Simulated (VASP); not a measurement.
Output of a VASP run:

**OUTCAR**
```
 ion  position               nearest neighbor table
   1  0.333  0.667  0.250-   4 2.42   5 2.42   4 2.42   5 2.42   4 2.42   5 2.42
   2  0.667  0.333  0.750-   3 2.42   6 2.42   3 2.42   6 2.42   3 2.42   6 2.42
   3  0.333  0.667  0.846-   2 2.42   2 2.42   2 2.42
   4  0.667  0.333  0.346-   1 2.42   1 2.42   1 2.42
   5  0.667  0.333  0.154-   1 2.42   1 2.42   1 2.42
   6  0.333  0.667  0.654-   2 2.42   2 2.42   2 2.42
  LATTYP: Found a hexagonal cell.
 ALAT       =     3.2029435454
 C/A-ratio  =     5.0650564478
 Subroutine PRICEL returns:
 Original cell was already a primitive cell.
 Subroutine GETGRP returns: Found 24 space group operations
The static configuration has the point symmetry D_3d.
 The point group associated with its full space group is D_6h.
The dynamic configuration has the point symmetry D_3d.
 Subroutine INISYM returns: Found 24 space group operations
 Subroutine IBZKPT returns following result:
 Found     16 irreducible k-points:

 Following reciprocal coordinates:
            Coordinates               Weight
  0.000000  0.000000  0.000000      1.000000
  0.142857 -0.000000  0.000000      6.000000
  0.285714 -0.000000  0.000000      6.000000
  0.428571  0.000000  0.000000      6.000000
  0.142857  0.142857  0.000000      6.000000
  0.285714  0.142857  0.000000     12.000000
  0.428571  0.142857  0.000000      6.000000
  0.285714  0.285714  0.000000      6.000000
  0.000000  0.000000  0.500000      1.000000
  0.142857 -0.000000  0.500000      6.000000
  0.285714 -0.000000  0.500000      6.000000
  0.428571  0.000000  0.500000      6.000000
  0.142857  0.142857  0.500000      6.000000
  0.285714  0.142857  0.500000     12.000000
  0.428571  0.142857  0.500000      6.000000
  0.285714  0.285714  0.500000      6.000000
   k-points           NKPTS =     16   k-points in BZ     NKDIM =     16   number of bands    NBANDS=     31
   number of dos      NEDOS =    301   number of ions     NIONS =      6
   total plane-waves  NPLWV =  72576
   dimension x,y,z NGX =    24 NGY =   24 NGZ =  126
   dimension x,y,z NGXF=    48 NGYF=   48 NGZF=  252
   ions per type =               2   4
   PREC   = accura    normal or accurate (medium, high low for compatibility)
   ISTART =      0    job   : 0-new  1-cont  2-samecut
   ICHARG =      2    charge: 1-file 2-atom 10-const
   ISPIN  =      1    spin polarized calculation?
   LNONCOLLINEAR =      F non collinear calculations
   LSORBIT =      F    spin-orbit coupling
   INIWAV =      1    electr: 0-lowe 1-rand  2-diag
   ENCUT  =  520.0 eV  38.22 Ry    6.18 a.u.   5.96  5.96 30.16*2*pi/ulx,y,z
   NELM   =    100;   NELMIN=  2; NELMDL= -5     # of ELM steps
   EDIFF  = 0.1E-05   stopping-criterion for ELM
   LREAL  =      F    real-space projection
   NLSPLINE    = F    spline interpolate recip. space projectors
   LMAXMIX     =    4 max onsite mixed and CHGCAR
   VOSKOWN=      0    Vosko Wilk Nusair interpolation
   EDIFFG = -.2E-01   stopping-criterion for IOM
   NSW    =     60    number of steps for IOM
   NBLOCK =      1;   KBLOCK =     60    inner block; outer block
   IBRION =      2    ionic relax: 0-MD 1-quasi-New 2-CG
   NFREE  =      1    steps in history (QN), initial steepest desc. (CG)
   ISIF   =      3    stress and relaxation
   ISYM   =      2    0-nonsym 1-usesym 2-fastsym
   TEIN   =    0.0    initial temperature
   TEBEG  =    0.0;   TEEND  =   0.0 temperature during run
   SMASS  =  -3.00    Nose mass-parameter (am)
   PSTRESS=    0.0 pullay stress
   NELECT =      52.0000    total number of electrons
   EFERMI =   0.00;   METHOD = LEGACY
   ISMEAR =     0;   SIGMA  =   0.05  broadening in eV -4-tet -1-fermi 0-gaus
   IALGO  =     38    algorithm
   LDIAG  =      T    sub-space diagonalisation (order eigenvalues)
   IMIX   =      4    mixing-type and parameters
     AMIX     =   0.40;   BMIX     =  1.00
     AMIX_MAG =   1.60;   BMIX_MAG =  1.00
     AMIN     =   0.10
   GGA     = RE    functional components
   VOSKOWN =     0    Vosko Wilk Nusair interpolation
...
```

File OSZICAR:
```
       N       E                     dE             d eps       ncg     rms          rms(c)
DAV:   1     0.442514832530E+03    0.44251E+03   -0.28975E+04  1128   0.152E+03
DAV:   2    -0.187042039318E+02   -0.46122E+03   -0.45198E+03  1214   0.378E+02
DAV:   3    -0.439841432391E+02   -0.25280E+02   -0.25110E+02  1299   0.783E+01
DAV:   4    -0.446812124055E+02   -0.69707E+00   -0.69503E+00  1273   0.124E+01
DAV:   5    -0.447019388795E+02   -0.20726E-01   -0.20720E-01  1295   0.210E+00    0.327E+01
DAV:   6    -0.424925906069E+02    0.22093E+01   -0.25147E+01  1138   0.259E+01    0.135E+01
DAV:   7    -0.420094081547E+02    0.48318E+00   -0.10300E+01  1163   0.162E+01    0.803E+00
DAV:   8    -0.416771001050E+02    0.33231E+00   -0.16436E+00  1338   0.702E+00    0.256E+00
DAV:   9    -0.416857847453E+02   -0.86846E-02   -0.12745E-01  1324   0.176E+00    0.124E+00
DAV:  10    -0.416764984740E+02    0.92863E-02   -0.61900E-02  1248   0.137E+00    0.350E-01
DAV:  11    -0.416762734804E+02    0.22499E-03   -0.28758E-03  1235   0.317E-01    0.147E-01
DAV:  12    -0.416760283563E+02    0.24512E-03   -0.13500E-03  1264   0.196E-01    0.297E-02
DAV:  13    -0.416759768634E+02    0.51493E-04   -0.33141E-04  1203   0.980E-02    0.452E-02
DAV:  14    -0.416759636300E+02    0.13233E-04   -0.56832E-05  1268   0.486E-02    0.371E-03
DAV:  15    -0.416759630410E+02    0.58900E-06   -0.50575E-06  1169   0.116E-02
   1 F= -.41675963E+02 E0= -.41675963E+02  d E =-.416760E+02
```

**OUTCAR**
```
------------------------ aborting loop because EDIFF is reached ----------------------------------------
  FORCE on cell =-STRESS in cart. coord.  units (eV):
  Direction    XX          YY          ZZ          XY          YZ          ZX
  --------------------------------------------------------------------------------------
  Total       -0.0272523     -0.0272523      0.0864234      0.0000000     -0.0000000      0.0000000
  in kB       -0.3029358     -0.3029357      0.9606806      0.0000000     -0.0000000      0.0000000
  external PRESSURE =       0.1182697 kB  Pullay stress =       0.0000000 kB
  volume of cell :      144.13
      direct lattice vectors                 reciprocal lattice vectors
     1.601471896 -2.773830406  0.000000000     0.312212784 -0.180256154  0.000000000
     1.601471896  2.773830406  0.000000000     0.312212784  0.180256154  0.000000000
     0.000000000  0.000000000 16.223089857     0.000000000  0.000000000  0.061640539
 POSITION                                       TOTAL-FORCE (eV/Angst)
 -----------------------------------------------------------------------------------
      1.60147      0.92461      4.05577        -0.000000     -0.000000      0.000000
      1.60147     -0.92461     12.16732         0.000000      0.000000      0.000000
      1.60147      0.92461     13.72921        -0.000000      0.000000      0.007900
      1.60147     -0.92461      5.61767        -0.000000     -0.000000      0.007900
      1.60147     -0.92461      2.49388        -0.000000     -0.000000     -0.007900
      1.60147      0.92461     10.60542        -0.000000      0.000000     -0.007900
 -----------------------------------------------------------------------------------
    total drift:                                0.000000      0.001750     -0.000028
  FREE ENERGIE OF THE ION-ELECTRON SYSTEM (eV)
  ---------------------------------------------------
  free  energy   TOTEN  =       -41.6759630410 eV

  energy  without entropy=      -41.6759630410  energy(sigma->0) =      -41.67596304

 reached required accuracy - stopping structural energy minimisation
```
(Selected blocks of OUTCAR.)

POSCAR:
```
MoS2
1
    1.6014718964    -2.7738304058    -0.0000000000
    1.6014718964     2.7738304058    -0.0000000000
   -0.0000000000     0.0000000000    16.2230898567
Mo S
2 4
Direct
  0.3333330000   0.6666670000   0.2500000000
  0.6666670000   0.3333330000   0.7500000000
  0.3333330000   0.6666670000   0.8462760821
  0.6666670000   0.3333330000   0.3462760821
  0.6666670000   0.3333330000   0.1537239179
  0.3333330000   0.6666670000   0.6537239179
```

Question: Write an INCAR and KPOINTS that could have produced this output.

Answer: Several could match; the one computed here: the input of the run itself, revPBE GGA, plane waves, VASP's PBE PAW potentials (set 64).

**INCAR**
```
SIGMA=0.05   ! width (eV)
ISIF=3   ! ions, shape and volume
LASPH=.TRUE.   ! aspherical one-centre terms
PREC=Accurate
ALGO=Normal
ISMEAR=0
NSW=60   ! most ionic steps
LWAVE=.FALSE.
EDIFFG=-0.02
LREAL=.FALSE.   ! projection in real space or not
GGA=RE   ! revPBE
NELM=100   ! most electronic steps
IBRION=2
LMAXMIX=4   ! l cut-off of mixed one-centre charges
SYSTEM=MoS2
EDIFF=1E-6   ! SCF stop (eV)
ENCUT=520   ! plane-wave cut-off (eV)
LCHARG=.FALSE.
```

### KPOINTS
```
Automatic mesh
0
Gamma
7 7 2
0 0 0
```

POTCAR, in this order: Mo_sv S (PBE.64 set). Program: vasp_std.

Without a dispersion term in the relaxation, distances and binding between the weakly bound layers, chains or molecules are unreliable, and so is what depends on them.

The compound is MoS2 in the 2H layered structure. It was relaxed first, which changed the volume by +36 %. The start is the result of an earlier pass.
